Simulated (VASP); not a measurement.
VASP input:

**INCAR**
```
ALGO=Normal
EDIFF=1E-6
EDIFFG=-0.01
ENCUT=480
IBRION=2
ISIF=3
ISMEAR=0
LASPH=.TRUE.
LCHARG=.FALSE.
LMAXMIX=4
LMIXTAU=.TRUE.
LREAL=.FALSE.
LWAVE=.FALSE.
METAGGA=R2SCAN
NELM=100
NSW=60
PREC=Accurate
SIGMA=0.05
SYSTEM=BaTe
```

**POSCAR**
```
BaTe
1
    0.0000000000     3.5433678689     3.5433678689
    3.5433678689     0.0000000000     3.5433678689
    3.5433678689     3.5433678689     0.0000000000
Ba Te
1 1
Direct
  0.0000000000   0.0000000000   0.0000000000
  0.5000000000   0.5000000000   0.5000000000
```

KPOINTS:
```
Regular mesh
0
Gamma
6 6 6
```

POTCAR, in this order: Ba_sv Te (PBE.64 set). Program: vasp_std.

Problem. Translate this r2SCAN calculation to Ansatz.

Solution. One equivalent input (not run):
Ansatz 0.2 input:
```yaml
crystal:
  lattice:
    - [0.0000000, 3.5433679, 3.5433679]
    - [3.5433679, 0.0000000, 3.5433679]
    - [3.5433679, 3.5433679, 0.0000000]
  atoms:
    - { symbol: Ba, position: [0.0000000, 0.0000000, 0.0000000] }
    - { symbol: Te, position: [0.5000000, 0.5000000, 0.5000000] }
kpoints:
  mp_grid: { grid: [6, 6, 6] }
hamiltonian:
  xc: r2scan
  pseudopotentials: { kind: paw }
scf:
  occupations: { method: gaussian, width: 0.05 }
  max_iter: 100
relax:
  max_steps: 60
  f_tol: 0.01
  cell: {}
output: { forces: true, stress: true, eigenvalues: true }
```
The two are equivalent in intent, not identical: each code has its own PAW files, so the cut-off isn't converted (ENCUT is set for VASP's; basis.ecutwfc is left out, and Ansatz then takes the one that its files recommend); Ansatz stops its SCF on the density residual and VASP on the energy change (EDIFF).

The compound is BaTe in the rock salt structure. It was relaxed first. The start is the result of an earlier pass.
